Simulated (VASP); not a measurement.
Input:

```
Ta
1.0
   -1.58647     1.58647     1.65257
    1.58647    -1.58647     1.65257
    1.58647     1.58647    -1.65257
Ta
1
Direct
  0.00000   0.00000   0.00000
```

Method: r2SCAN meta-GGA, VASP's PBE PAW potentials (set 64) (plane waves; VASP). Run with 480 eV cut-off, 14×14×14 Γ-centred mesh, first-order Methfessel-Paxton smearing of 0.10 eV, potentials Ta_pv.

Problem. Give the stress tensor in GPa (positive for a compressed cell).

Solution. 
```
22.99   0.00   0.00
 0.00  22.99   0.00
 0.00   0.00  16.00
```
The pressure is its mean diagonal, 20.66 GPa.

The compound is Ta in the bcc structure. This cell was strained or had an atom moved on purpose.
